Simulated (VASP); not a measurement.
Given:

```
CELL_PARAMETERS angstrom
     -1.73702     1.73702     1.73702
      1.73702    -1.73702     1.73702
      1.73702     1.73702    -1.73702
ATOMIC_POSITIONS crystal
  Li 0.00000 0.00000 0.00000
```

Calculation: optB86b-vdW, VASP's PBE PAW potentials (set 64) (plane waves; VASP). Numerical set-up: 520 eV cut-off, 15×15×15 Γ-centred mesh, first-order Methfessel-Paxton smearing of 0.10 eV, potentials Li_sv.

Problem. What does the run give for the energy per atom (σ→0), band gap (on the k-mesh) with the smallest direct gap where there is one?

Solution. 
- band gap (on the k-mesh): none (metal, semimetal or under 0.01 eV)
- energy per atom (σ→0): -1.012 eV/atom

Only differences to runs with the same potentials and settings are physical.

The compound is Li in the bcc structure. This cell is one point of a volume scan, at 1.03 of the reference volume.
